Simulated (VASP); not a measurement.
OSZICAR of a VASP run on RhTe (relaxed from the rock salt structure, space group Fm-3m):

**OSZICAR**
```
       N       E                     dE             d eps       ncg     rms          rms(c)
DAV:   1     0.875888414871E+02    0.87589E+02   -0.10326E+04  1260   0.106E+03
DAV:   2    -0.730386042503E+01   -0.94893E+02   -0.92905E+02  1190   0.261E+02
DAV:   3    -0.956640842629E+01   -0.22625E+01   -0.22445E+01  1136   0.418E+01
DAV:   4    -0.960033429337E+01   -0.33926E-01   -0.33916E-01  1472   0.489E+00
DAV:   5    -0.960047988489E+01   -0.14559E-03   -0.14559E-03  1154   0.264E-01    0.481E+00
DAV:   6    -0.953338892038E+01    0.67091E-01   -0.90412E-02  1118   0.257E+00    0.278E+00
DAV:   7    -0.952162331952E+01    0.11766E-01   -0.60140E-02  1076   0.166E+00    0.804E-01
DAV:   8    -0.952096202561E+01    0.66129E-03   -0.60387E-03  1088   0.767E-01    0.672E-01
DAV:   9    -0.952062590459E+01    0.33612E-03   -0.28889E-03  1112   0.547E-01    0.101E-01
DAV:  10    -0.952060447416E+01    0.21430E-04   -0.50615E-05  1142   0.603E-02    0.799E-02
DAV:  11    -0.952060997345E+01   -0.54993E-05   -0.12320E-05  1064   0.336E-02    0.118E-02
DAV:  12    -0.952061042727E+01   -0.45382E-06   -0.71146E-07   766   0.881E-03
   1 F= -.95206104E+01 E0= -.95187990E+01  d E =-.952061E+01
       N       E                     dE             d eps       ncg     rms          rms(c)
DAV:   1    -0.862119067188E+02   -0.76691E+02   -0.12414E+03   986   0.380E+02    0.103E+02
DAV:   2    -0.170752513729E+02    0.69137E+02   -0.40641E+02   980   0.213E+02    0.298E+01
DAV:   3    -0.118915839879E+02    0.51837E+01   -0.30050E+01  1040   0.649E+01    0.172E+01
DAV:   4    -0.103440664675E+02    0.15475E+01   -0.54551E+00  1064   0.232E+01    0.141E+01
DAV:   5    -0.101672452987E+02    0.17682E+00   -0.46613E-01  1066   0.569E+00    0.676E+00
DAV:   6    -0.101634628071E+02    0.37825E-02   -0.16250E-01  1088   0.370E+00    0.107E+00
DAV:   7    -0.101633735538E+02    0.89253E-04   -0.38022E-03  1106   0.519E-01    0.898E-01
DAV:   8    -0.101651097235E+02   -0.17362E-02   -0.18232E-03  1016   0.385E-01    0.115E+00
DAV:   9    -0.101638365217E+02    0.12732E-02   -0.27244E-03  1010   0.440E-01    0.228E-01
DAV:  10    -0.101638492193E+02   -0.12698E-04   -0.14705E-04  1070   0.102E-01    0.147E-01
DAV:  11    -0.101638498365E+02   -0.61717E-06   -0.39130E-06  1158   0.170E-02
   2 F= -.10163850E+02 E0= -.10163158E+02  d E =-.643239E+00
       N       E                     dE             d eps       ncg     rms          rms(c)
DAV:   1    -0.200509574357E+02   -0.98871E+01   -0.14657E+02   980   0.164E+02    0.291E+01
DAV:   2    -0.129466794648E+02    0.71043E+01   -0.77279E+01   980   0.959E+01    0.141E+01
DAV:   3    -0.106420252269E+02    0.23047E+01   -0.72321E+00   980   0.278E+01    0.921E+00
DAV:   4    -0.105743393593E+02    0.67686E-01   -0.25069E-01   998   0.475E+00    0.640E+00
DAV:   5    -0.105188280653E+02    0.55511E-01   -0.15951E-01  1064   0.287E+00    0.211E+00
DAV:   6    -0.105195735326E+02   -0.74547E-03   -0.97618E-03  1058   0.729E-01    0.796E-01
DAV:   7    -0.105203361859E+02   -0.76265E-03   -0.16371E-03  1118   0.370E-01    0.226E-01
DAV:   8    -0.105202260155E+02    0.11017E-03   -0.50195E-04  1022   0.211E-01    0.557E-02
DAV:   9    -0.105202219413E+02    0.40742E-05   -0.66684E-05  1022   0.903E-02    0.206E-02
DAV:  10    -0.105202213830E+02    0.55837E-06   -0.53888E-06  1016   0.251E-02
   3 F= -.10520221E+02 E0= -.10518525E+02  d E =-.999611E+00
       N       E                     dE             d eps       ncg     rms          rms(c)
DAV:   1    -0.105392798951E+02   -0.19058E-01   -0.25545E-01   986   0.643E+00    0.106E+00
DAV:   2    -0.105329773702E+02    0.63025E-02   -0.16598E-01   980   0.460E+00    0.856E-01
DAV:   3    -0.105209950610E+02    0.11982E-01   -0.29660E-02   980   0.200E+00    0.159E-01
DAV:   4    -0.105207272836E+02    0.26778E-03   -0.16957E-03  1018   0.269E-01    0.758E-02
DAV:   5    -0.105207057448E+02    0.21539E-04   -0.17687E-04  1136   0.135E-01    0.764E-02
DAV:   6    -0.105207154174E+02   -0.96726E-05   -0.14637E-05  1088   0.401E-02    0.169E-02
DAV:   7    -0.105207151402E+02    0.27721E-06   -0.17848E-06   738   0.151E-02
   4 F= -.10520715E+02 E0= -.10519040E+02  d E =-.100010E+01
```

### Question
Which electronic solver shows in the log?

### Answer
It is blocked Davidson (ALGO = Normal, or the opening steps of other solvers). The INCAR had ALGO = Normal.

### Question
Can the final energy be trusted as converged?

### Answer
The calculation finished and met its thresholds. It stopped with EDIFF = 1E-6, NELM = 100, NSW = 60 and EDIFFG = -0.01 after 4 ionic steps (PBE GGA, plane waves, VASP's PBE PAW potentials (set 64)). Energy and stress use the plane-wave basis of the starting cell.

The structure was generated: RhTe was put into the rock salt type (Fm-3m), which need not be its known phase. This run relaxes it. Symmetry was kept, so distortions that lower it aren't found. The electron count is odd and the run is not spin-polarised, which forces a metal.
